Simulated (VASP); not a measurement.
Data:

```
CELL_PARAMETERS angstrom
      1.60140    -2.77371     0.00000
      1.60140     2.77371     0.00000
      0.00000     0.00000     3.54960
ATOMIC_POSITIONS crystal
  Hf 0.00000 0.00000 0.00000
  B  0.33333 0.66667 0.50000
  B  0.66667 0.33333 0.50000
```

These are PBE GGA, VASP's PBE PAW potentials (set 64) (plane waves; VASP) values and carry that method's errors. Numerical set-up: 520 eV cut-off, 8×8×7 Γ-centred mesh, first-order Methfessel-Paxton smearing of 0.10 eV, potentials Hf_pv B.

Q: Give the stress tensor in GPa (positive for a compressed cell).

A: 
```
-13.10    0.00    0.00
  0.00  -13.10    0.00
  0.00    0.00  -11.75
```
The pressure is its mean diagonal, -12.65 GPa.

The compound is HfB2 in the AlB2 type structure. The cell was not relaxed at this level.
